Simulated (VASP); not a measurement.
A convergence study with VASP on Li (space group Im-3m): one setting is varied, all else stays as given below, so the limit is that of these other settings.

```yaml
crystal:
  lattice:
    - [-1.75023, 1.75023, 1.75023]
    - [1.75023, -1.75023, 1.75023]
    - [1.75023, 1.75023, -1.75023]
  atoms:
    - { symbol: Li, position: [0.00000, 0.00000, 0.00000] }
```

Computed with PBEsol GGA, VASP's PBE PAW potentials (set 64) (plane waves; VASP). The tightest run used: 960 eV cut-off, 13×13×13 Γ-centred mesh, Gaussian smearing of 0.10 eV, potentials Li_sv.

Problem. The settings run are ENCUT = 140; ENCUT = 160; ENCUT = 180; ENCUT = 200; ENCUT = 220; ENCUT = 240; ENCUT = 280; ENCUT = 320; ENCUT = 360; ENCUT = 440; ENCUT = 480; ENCUT = 540; ENCUT = 600; ENCUT = 700; ENCUT = 800; ENCUT = 960. From which on does the stress (every component) stay within 0.5 GPa of the tightest run?

Solution. From ENCUT = 480 on: it is off by 0.38 there and by no more than 0.5 in any finer run, while ENCUT = 440 is off by 1.37.
```tsv
setting	E (eV/atom)	pressure (GPa)	plane waves	difference judged (GPa)
ENCUT = 140	-13.1852	-14.39	88	13.64
ENCUT = 160	-10.1310	-10.66	108	9.91
ENCUT = 180	-7.8898	-8.56	135	7.80
ENCUT = 200	-6.0699	-7.49	148	6.74
ENCUT = 220	-4.7625	-7.04	164	6.29
ENCUT = 240	-3.8823	-7.00	190	6.25
ENCUT = 280	-2.6720	-7.42	236	6.67
ENCUT = 320	-2.2148	-7.46	321	6.71
ENCUT = 360	-2.0298	-5.96	350	5.21
ENCUT = 440	-1.9640	-2.12	466	1.37
ENCUT = 480	-1.9641	-1.13	533	0.38
ENCUT = 540	-1.9642	-0.78	626	0.03
ENCUT = 600	-1.9645	-0.85	726	0.10
ENCUT = 700	-1.9649	-0.90	935	0.15
ENCUT = 800	-1.9649	-0.80	1121	0.05
ENCUT = 960	-1.9651	-0.75	1481	0.00
```

Left out are rungs that failed or repeat a setting and relaxations that didn't move; long series are thinned to 24 rows.

The structure is a typed Li crystal (space group no. 229). The cell was not relaxed at this level.
